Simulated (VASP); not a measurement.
# LuNiC2 with PBEsol + U: from relaxation to properties, part 10 of 11

What structure does LuNiC2 take at this level, and what are its properties? Left out of this account: 1 further run (optics: it diverged and was aborted). The start is a computed cell from the Materials Project.

VASP 6.6.1, plane waves and PAW; the level of theory is named at each step.

Still holding for the runs below: The data set Lu_3 holds the 4f electrons frozen in the core, so no f bands or f moments appear. This run allows spin, but its moments start at zero, where symmetry between the spins tends to hold them, although Ni can carry a moment. Its electron count is odd, so without a moment it is a metal by construction. The k-mesh is coarse for a metal.

So far. Step 11 (Total and projected DOS (PBEsol + U)): The finer mesh and the other smearing move the Fermi level by -0.09 eV from the 6×6×6 run, one measure of the sampling error in the zero of the bands above. Of the states within 0.3 eV of the Fermi level, the largest shares in the PAW spheres are Ni d 27 %, Lu d 26 % and C p 13 %. The rest lies in smaller channels or between the spheres. Step 12 (Volume scan with PBEsol + U, volume scale 0.94): The pressure here is 15.18 GPa.

### 13. Volume scan with PBEsol + U, volume scale 0.96

Level of this step: PBEsol, DFT+U (Ni d 4 eV), zero-moment start, 4f electrons in the core; plane waves and PAW (Lu_3, Ni, C) (VASP).

Input file INCAR:

```
SYSTEM = LuNiC2
PREC = Accurate
ENCUT = 520
EDIFF = 1E-06
NELM = 100
ISMEAR = 0
SIGMA = 0.05
LREAL = .FALSE.
ALGO = Normal
GGA = PS
NBANDS = 21
ISPIN = 2
MAGMOM = -0 -0 -0 -0
LDAU = .TRUE.
LDAUTYPE = 2
LDAUL = -1 2 -1
LDAUU = 0 4 0
LDAUJ = 0 0 0
LDAUPRINT = 1
LASPH = .TRUE.
LMAXMIX = 4
LORBIT = 11
LWAVE = .FALSE.
LCHARG = .FALSE.
KPAR = 8
ISIF = 2
```

Input file POSCAR:

```
LuNiC2
1.0
    3.3365991262      0.0000000000      0.0000000000
    0.0000000000      2.1839858479      2.8792240352
    0.0000000000     -2.1839858479      2.8792240352
Lu Ni C
1 1 2
Direct
    0.0000000000      0.9986368302      0.9986368302
    0.5000000000      0.3902141072      0.3902141072
    0.5000000000      0.8536986526      0.5424514199
    0.5000000000      0.5424514199      0.8536986526
```

Input file KPOINTS:

```
Automatic mesh
0
Gamma
6 6 6
0 0 0
```

Potentials, in the order of the species: Lu_3, Ni and C (PBE family, release 64).

The run is started by

```bash
> mpirun -np 8 vasp_std
```

Log:

```text
[... set-up lines as in an earlier step ...]
 entering main loop
       N       E                     dE             d eps       ncg     rms          rms(c)
DAV:   1     0.133600913459E+03    0.13360E+03   -0.12354E+04  6494   0.156E+03
DAV:   2    -0.229361930741E+02   -0.15654E+03   -0.14884E+03  7063   0.536E+02
DAV:   3    -0.337150274930E+02   -0.10779E+02   -0.10611E+02  7106   0.116E+02
DAV:   4    -0.339303245628E+02   -0.21530E+00   -0.21452E+00  6605   0.117E+01
DAV:   5    -0.339344445176E+02   -0.41200E-02   -0.41122E-02  5892   0.158E+00    0.378E+01
DAV:   6    -0.375298169120E+02   -0.35954E+01   -0.14608E+02  7318   0.150E+02    0.334E+01
DAV:   7    -0.294300702405E+02    0.80997E+01   -0.24629E+01  6304   0.108E+02    0.154E+01
DAV:   8    -0.297199257967E+02   -0.28986E+00   -0.38522E+00  7656   0.212E+01    0.110E+01
DAV:   9    -0.296586329303E+02    0.61293E-01   -0.25697E+00  6322   0.239E+01    0.319E+00
DAV:  10    -0.295924282030E+02    0.66205E-01   -0.24547E-01  6410   0.844E+00    0.133E+00
DAV:  11    -0.295883390002E+02    0.40892E-02   -0.27387E-02  7952   0.218E+00    0.374E-01
DAV:  12    -0.295881614488E+02    0.17755E-03   -0.36427E-03  8392   0.641E-01    0.507E-02
DAV:  13    -0.295881503052E+02    0.11144E-04   -0.12046E-04  7402   0.122E-01    0.486E-02
DAV:  14    -0.295881464409E+02    0.38643E-05   -0.31910E-05  6372   0.515E-02    0.263E-02
DAV:  15    -0.295881441826E+02    0.22583E-05   -0.81946E-06  4594   0.459E-02    0.617E-03
DAV:  16    -0.295881445218E+02   -0.33921E-06   -0.24271E-06  4273   0.201E-02
   1 F= -.29588145E+02 E0= -.29587527E+02  d E =-.123565E-02  mag=    -0.0000
```

Run time: 16 s. Hardware: 8 MPI ranks of Intel Xeon 6975P-C (Granite Rapids), shared host; peak memory 1.9 GiB.

OUTCAR, selected parts (step 13):

```text
   ENCUT  =  520.0 eV  38.22 Ry    6.18 a.u.   6.20  6.72  6.72*2*pi/ulx,y,z

   NELECT =      27.0000    total number of electrons

atom =   2  type =  2  l = 2

 onsite density matrix

spin component  1

  0.8826  0.0000  0.0000  0.0000  0.0000
  0.0000  0.7691  0.0000  0.0000  0.0000
  0.0000  0.0000  0.9015  0.0000  0.0146
  0.0000  0.0000  0.0000  0.9341  0.0000
  0.0000  0.0000  0.0146  0.0000  0.8947

spin component  2

 occupancies and eigenvectors

  o =  0.7691  v =  0.0000  1.0000  0.0000  0.0000  0.0000  0.0000  0.0000  0.0000  0.0000  0.0000      0.0000  0.0000  0.0000  0.0000  0.0000  0.0000  0.0000  0.0000  0.0000  0.0000
  o =  0.7691  v =  0.0000  0.0000  0.0000  0.0000  0.0000  0.0000  1.0000  0.0000  0.0000  0.0000      0.0000  0.0000  0.0000  0.0000  0.0000  0.0000  0.0000  0.0000  0.0000  0.0000
  o =  0.8826  v =  1.0000  0.0000  0.0000  0.0000  0.0000  0.0000  0.0000  0.0000  0.0000  0.0000      0.0000  0.0000  0.0000  0.0000  0.0000  0.0000  0.0000  0.0000  0.0000  0.0000
  o =  0.8826  v =  0.0000  0.0000  0.0000  0.0000  0.0000  1.0000  0.0000  0.0000  0.0000  0.0000      0.0000  0.0000  0.0000  0.0000  0.0000  0.0000  0.0000  0.0000  0.0000  0.0000
  o =  0.8831  v =  0.0000  0.0000 -0.6217  0.0000  0.7832  0.0000  0.0000  0.0000  0.0000  0.0000      0.0000  0.0000  0.0000  0.0000  0.0000  0.0000  0.0000  0.0000  0.0000  0.0000
  o =  0.8831  v =  0.0000  0.0000  0.0000  0.0000  0.0000  0.0000  0.0000 -0.6218  0.0000  0.7832      0.0000  0.0000  0.0000  0.0000  0.0000  0.0000  0.0000  0.0000  0.0000  0.0000
  o =  0.9131  v =  0.0000  0.0000 -0.7832  0.0000 -0.6217  0.0000  0.0000  0.0000  0.0000  0.0000      0.0000  0.0000  0.0000  0.0000  0.0000  0.0000  0.0000  0.0000  0.0000  0.0000
  o =  0.9131  v =  0.0000  0.0000  0.0000  0.0000  0.0000  0.0000  0.0000 -0.7832  0.0000 -0.6218      0.0000  0.0000  0.0000  0.0000  0.0000  0.0000  0.0000  0.0000  0.0000  0.0000
  o =  0.9341  v =  0.0000  0.0000  0.0000  0.0000  0.0000  0.0000  0.0000  0.0000 -1.0000  0.0000      0.0000  0.0000  0.0000  0.0000  0.0000  0.0000  0.0000  0.0000  0.0000  0.0000
  o =  0.9341  v =  0.0000  0.0000  0.0000 -1.0000  0.0000  0.0000  0.0000  0.0000  0.0000  0.0000      0.0000  0.0000  0.0000  0.0000  0.0000  0.0000  0.0000  0.0000  0.0000  0.0000

 E-fermi :   7.4756

 spin component 1
 k-point     1 :       0.0000    0.0000    0.0000
  band No.  band energies     occupation
    ...
      9       3.2529      1.00000
     10       3.8808      1.00000
     11       4.2263      1.00000
     12       5.0321      1.00000
     13       5.6712      1.00000
     14       7.8156      0.00000
     15       7.8738      0.00000
     16       9.6257      0.00000
     17      11.8186      0.00000
     18      11.9753      0.00000
    ...

 k-point     2 :       0.1667    0.0000    0.0000
  band No.  band energies     occupation
    ...
      9       3.7236      1.00000
     10       3.7917      1.00000
     11       4.2711      1.00000
     12       4.7716      1.00000
     13       5.8556      1.00000
     14       7.5523      0.01505
     15       8.5302      0.00000
     16       8.7963      0.00000
     17      10.7665      0.00000
     18      12.9834      0.00000
    ...

  Total        1.6236656      3.3060607      2.6094940      0.0000000      0.0000000      0.0000000
  in kB       61.9937451    126.2298592     99.6340038      0.0000000      0.0000000      0.0000000
  external PRESSURE =      95.9525360 kB  Pullay stress =       0.0000000 kB

 POSITION                                       TOTAL-FORCE (eV/Angst)
 -----------------------------------------------------------------------------------
      0.00000      0.00000      5.75060         0.000000      0.000000      0.032286
      1.66830      0.00000      2.24703         0.000000      0.000000     -0.048343
      1.66830      0.67976      4.01983         0.000000      0.556236      0.008028
      1.66830     -0.67976      4.01983         0.000000     -0.556236      0.008028
 -----------------------------------------------------------------------------------
    total drift:                                0.000000      0.000000     -0.001145

  FREE ENERGIE OF THE ION-ELECTRON SYSTEM (eV)
  ---------------------------------------------------
  free  energy   TOTEN  =       -29.5881445218 eV

  energy  without entropy=      -29.5869088740  energy(sigma->0) =      -29.58752670

 magnetization (x)
# of ion       s       p       d       tot
------------------------------------------
    1       -0.000  -0.000   0.000   0.000
    2       -0.000  -0.000  -0.000  -0.000
    3        0.000   0.000   0.000   0.000
    4        0.000   0.000   0.000   0.000
--------------------------------------------------
tot         -0.000  -0.000   0.000   0.000

[... 3 parts as in an earlier step ...]

[... 18 further parts left out ...]
```

Numbers from this step:

| Property | Result |
| --- | --- |
| free energy (TOTEN) | -29.59 eV |
| energy at zero smearing | -29.59 eV |
| Fermi energy | 7.476 eV |
| pressure | 9.595 GPa |

Force by atom:

```csv
atom,x (eV/Å),y (eV/Å),z (eV/Å),size
Lu1,0.000,0.000,0.032,0.032
Ni2,0.000,0.000,-0.048,0.048
C3,0.000,0.556,0.008,0.556
C4,0.000,-0.556,0.008,0.556
```

The pressure falls from 15.18 to 9.60 GPa.

The run ends at a pressure of 9.60 GPa, with forces up to 0.56 eV/Å.

### 14. Volume scan with PBEsol + U, volume scale 0.98

INCAR is that of step 13.

Input file POSCAR:

```
LuNiC2
1.0
    3.3596108819      0.0000000000      0.0000000000
    0.0000000000      2.1990482952      2.8990813802
    0.0000000000     -2.1990482952      2.8990813802
Lu Ni C
1 1 2
Direct
    0.0000000000      0.9986368302      0.9986368302
    0.5000000000      0.3902141072      0.3902141072
    0.5000000000      0.8536986526      0.5424514199
    0.5000000000      0.5424514199      0.8536986526
```

KPOINTS is that of step 13.

The run is started by

```bash
> mpirun -np 8 vasp_std
```

Log:

```text
[... set-up lines as in an earlier step ...]
 entering main loop
       N       E                     dE             d eps       ncg     rms          rms(c)
DAV:   1     0.133926789387E+03    0.13393E+03   -0.12229E+04  6477   0.154E+03
DAV:   2    -0.226766674809E+02   -0.15660E+03   -0.14914E+03  7105   0.538E+02
DAV:   3    -0.336273246145E+02   -0.10951E+02   -0.10778E+02  7134   0.115E+02
DAV:   4    -0.338553031748E+02   -0.22798E+00   -0.22696E+00  6637   0.119E+01
[...]
DAV:  14    -0.296263988546E+02    0.26161E-05   -0.22803E-05  6253   0.532E-02    0.256E-02
DAV:  15    -0.296263970730E+02    0.17816E-05   -0.37062E-06  3042   0.313E-02    0.681E-03
DAV:  16    -0.296263975007E+02   -0.42768E-06   -0.46546E-06  6297   0.200E-02
   1 F= -.29626398E+02 E0= -.29625709E+02  d E =-.137641E-02  mag=     0.0000
```

Elapsed: 17 s, on 8 MPI ranks; peak memory 1.8 GiB; 1.9 min of CPU time.

OUTCAR, selected parts (step 14):

```text
  Total        0.7968862      1.5989370      1.2685136      0.0000000      0.0000000      0.0000000
  in kB       29.8052486     59.8036635     47.4451215      0.0000000      0.0000000      0.0000000
  external PRESSURE =      45.6846779 kB  Pullay stress =       0.0000000 kB

 POSITION                                       TOTAL-FORCE (eV/Angst)
 -----------------------------------------------------------------------------------
      0.00000      0.00000      5.79026         0.000000      0.000000      0.017962
      1.67981      0.00000      2.26252         0.000000      0.000000     -0.021947
      1.67981      0.68445      4.04755         0.000000      0.268551      0.001993
      1.67981     -0.68445      4.04755         0.000000     -0.268551      0.001993
 -----------------------------------------------------------------------------------
    total drift:                                0.000000      0.000000      0.000038

  FREE ENERGIE OF THE ION-ELECTRON SYSTEM (eV)
  ---------------------------------------------------
  free  energy   TOTEN  =       -29.6263975007 eV

  energy  without entropy=      -29.6250210917  energy(sigma->0) =      -29.62570930

 magnetization (x)
# of ion       s       p       d       tot
------------------------------------------
    1       -0.000   0.000   0.000   0.000
    2        0.000   0.000   0.000   0.000
    3       -0.000  -0.000   0.000  -0.000
    4       -0.000  -0.000   0.000  -0.000
--------------------------------------------------
tot         -0.000  -0.000   0.000   0.000

[... 1 part as in an earlier step ...]

[... 2 further parts left out ...]
[key lines of the parts left out:]
E-fermi :   7.2765
```

The pressure falls from 9.60 to 4.57 GPa.

The run ends at a pressure of 4.57 GPa, with forces up to 0.27 eV/Å.

### 15. Volume scan with PBEsol + U, volume scale 1

INCAR is that of step 14.

Input file POSCAR:

```
LuNiC2
1.0
    3.3823116440      0.0000000000      0.0000000000
    0.0000000000      2.2139071804      2.9186703621
    0.0000000000     -2.2139071804      2.9186703621
Lu Ni C
1 1 2
Direct
    0.0000000000      0.9986368302      0.9986368302
    0.5000000000      0.3902141072      0.3902141072
    0.5000000000      0.8536986526      0.5424514199
    0.5000000000      0.5424514199      0.8536986526
```

KPOINTS is that of step 14.

The run is started by

```bash
> mpirun -np 8 vasp_std
```

Log:

```text
[... set-up lines as in an earlier step ...]
 entering main loop
       N       E                     dE             d eps       ncg     rms          rms(c)
[... 16 cycles as in an earlier step ...]
   1 F= -.29638635E+02 E0= -.29637852E+02  d E =-.156534E-02  mag=     0.0000
```

Run time: 14 s. Hardware: 8 MPI ranks; peak memory 1.9 GiB; 91 s of CPU time.

Parts of OUTCAR (step 15):

```text
[... 7 parts as in an earlier step ...]

[... 1 further part left out ...]
[key lines of the parts left out:]
E-fermi :   7.0836
```

The pressure falls from 4.57 to 0.05 GPa.

The run ends at a pressure of 0.05 GPa, with forces up to 0.0061 eV/Å.

### 16. Volume scan with PBEsol + U, volume scale 1.02

INCAR is that of step 15.

Input file POSCAR:

```
LuNiC2
1.0
    3.4047117117      0.0000000000      0.0000000000
    0.0000000000      2.2285692446      2.9379998682
    0.0000000000     -2.2285692446      2.9379998682
Lu Ni C
1 1 2
Direct
    0.0000000000      0.9986368302      0.9986368302
    0.5000000000      0.3902141072      0.3902141072
    0.5000000000      0.8536986526      0.5424514199
    0.5000000000      0.5424514199      0.8536986526
```

KPOINTS is that of step 15.

The run is started by

```bash
> mpirun -np 8 vasp_std
```

Log:

```text
[... set-up lines as in an earlier step ...]
 entering main loop
       N       E                     dE             d eps       ncg     rms          rms(c)
DAV:   1     0.130169213282E+03    0.13017E+03   -0.12221E+04  6489   0.152E+03
DAV:   2    -0.226609252386E+02   -0.15283E+03   -0.14586E+03  7065   0.528E+02
DAV:   3    -0.334239682233E+02   -0.10763E+02   -0.10599E+02  7165   0.114E+02
DAV:   4    -0.336449462567E+02   -0.22098E+00   -0.22008E+00  6700   0.118E+01
[...]
DAV:  14    -0.296274580915E+02    0.51508E-05   -0.37866E-05  6296   0.635E-02    0.302E-02
DAV:  15    -0.296274562165E+02    0.18750E-05   -0.60764E-06  5131   0.343E-02    0.664E-03
DAV:  16    -0.296274566517E+02   -0.43514E-06   -0.45125E-06  5699   0.211E-02
   1 F= -.29627457E+02 E0= -.29626597E+02  d E =-.171990E-02  mag=     0.0000
```

Elapsed: 16 s, on 8 MPI ranks; peak memory 1.9 GiB; 1.8 min of CPU time.

Parts of OUTCAR (step 16):

```text
  Total       -0.7060945     -1.4841775     -1.1223006      0.0000000      0.0000000      0.0000000
  in kB      -25.3737803    -53.3344939    -40.3303071      0.0000000      0.0000000      0.0000000
  external PRESSURE =     -39.6795271 kB  Pullay stress =       0.0000000 kB

 POSITION                                       TOTAL-FORCE (eV/Angst)
 -----------------------------------------------------------------------------------
      0.00000      0.00000      5.86799         0.000000      0.000000     -0.003924
      1.70236      0.00000      2.29290         0.000000      0.000000      0.027146
      1.70236      0.69364      4.10189         0.000000     -0.253738     -0.011611
      1.70236     -0.69364      4.10189         0.000000      0.253738     -0.011611
 -----------------------------------------------------------------------------------
    total drift:                                0.000000     -0.000000      0.000101

  FREE ENERGIE OF THE ION-ELECTRON SYSTEM (eV)
  ---------------------------------------------------
  free  energy   TOTEN  =       -29.6274566517 eV

  energy  without entropy=      -29.6257367548  energy(sigma->0) =      -29.62659670

 magnetization (x)
# of ion       s       p       d       tot
------------------------------------------
    1       -0.000   0.000  -0.000  -0.000
    2        0.000   0.000   0.000   0.000
    3       -0.000  -0.000   0.000  -0.000
    4       -0.000  -0.000   0.000  -0.000
--------------------------------------------------
tot         -0.000  -0.000   0.000   0.000

[... 1 part as in an earlier step ...]

[... 2 further parts left out ...]
[key lines of the parts left out:]
E-fermi :   6.8968
```

The pressure falls from 0.05 to -3.97 GPa.

The run ends at a pressure of -3.97 GPa, with forces up to 0.25 eV/Å.

### 17. Volume scan with PBEsol + U, volume scale 1.04

INCAR is that of step 16.

Input file POSCAR:

```
LuNiC2
1.0
    3.4268208488      0.0000000000      0.0000000000
    0.0000000000      2.2430408790      2.9570783240
    0.0000000000     -2.2430408790      2.9570783240
Lu Ni C
1 1 2
Direct
    0.0000000000      0.9986368302      0.9986368302
    0.5000000000      0.3902141072      0.3902141072
    0.5000000000      0.8536986526      0.5424514199
    0.5000000000      0.5424514199      0.8536986526
```

KPOINTS is that of step 16.

The run is started by

```bash
> mpirun -np 8 vasp_std
```

Log:

```text
[... set-up lines as in an earlier step ...]
 entering main loop
       N       E                     dE             d eps       ncg     rms          rms(c)
DAV:   1     0.132591282968E+03    0.13259E+03   -0.12294E+04  6502   0.152E+03
DAV:   2    -0.223398363388E+02   -0.15493E+03   -0.14768E+03  7070   0.528E+02
DAV:   3    -0.332865694439E+02   -0.10947E+02   -0.10778E+02  7170   0.113E+02
DAV:   4    -0.335130618970E+02   -0.22649E+00   -0.22553E+00  6583   0.119E+01
[...]
DAV:  13    -0.295952170363E+02   -0.96813E-06   -0.22028E-04  7658   0.197E-01    0.675E-02
DAV:  14    -0.295952058801E+02    0.11156E-04   -0.81070E-05  6981   0.121E-01    0.162E-02
DAV:  15    -0.295952049164E+02    0.96377E-06   -0.28415E-06  4087   0.203E-02
   1 F= -.29595205E+02 E0= -.29594303E+02  d E =-.180289E-02  mag=    -0.0000
```

It took 14 s on 8 MPI ranks; peak memory 1.9 GiB.

Parts of OUTCAR (step 17):

```text
  Total       -1.4458883     -2.9336720     -2.2476028      0.0000000      0.0000000      0.0000000
  in kB      -50.9593544   -103.3952840    -79.2152372      0.0000000      0.0000000      0.0000000
  external PRESSURE =     -77.8566252 kB  Pullay stress =       0.0000000 kB

 POSITION                                       TOTAL-FORCE (eV/Angst)
 -----------------------------------------------------------------------------------
      0.00000      0.00000      5.90609         0.000000     -0.000000     -0.013949
      1.71341      0.00000      2.30779         0.000000     -0.000000      0.049230
      1.71341      0.69814      4.12853         0.000000     -0.488818     -0.017641
      1.71341     -0.69814      4.12853         0.000000      0.488818     -0.017641
 -----------------------------------------------------------------------------------
    total drift:                                0.000000     -0.000000     -0.000082

  FREE ENERGIE OF THE ION-ELECTRON SYSTEM (eV)
  ---------------------------------------------------
  free  energy   TOTEN  =       -29.5952049164 eV

  energy  without entropy=      -29.5934020248  energy(sigma->0) =      -29.59430347

 magnetization (x)
# of ion       s       p       d       tot
------------------------------------------
    1        0.000   0.000   0.000   0.000
    2        0.000   0.000   0.000   0.000
    3       -0.000  -0.000   0.000  -0.000
    4       -0.000  -0.000   0.000  -0.000
--------------------------------------------------
tot         -0.000  -0.000   0.000   0.000

[... 1 part as in an earlier step ...]

[... 2 further parts left out ...]
[key lines of the parts left out:]
E-fermi :   6.7174
```

The pressure falls from -3.97 to -7.79 GPa.

The run ends at a pressure of -7.79 GPa, with forces up to 0.49 eV/Å.

[end of part 10 of 11]

[Lines on the potential files, build, host, timing and source positions are cut from VASP's logs without a mark.]

[Logs are printed without paths, hosts, clocks, repeated set-up lines and the standing remarks that a program may print on its own settings, such as how far it seeks lower states.]

[Hosts, paths, dates, database ids (printed as entryN), source tags and the programs' standing remarks are cut or masked in the printed files.]

[A measured line is paired with the nearest computed mode of its activity, which favours agreement.]

[In band tables of VASP the shares of atoms and orbitals are scaled to a sum of 1 inside the atoms' spheres.]
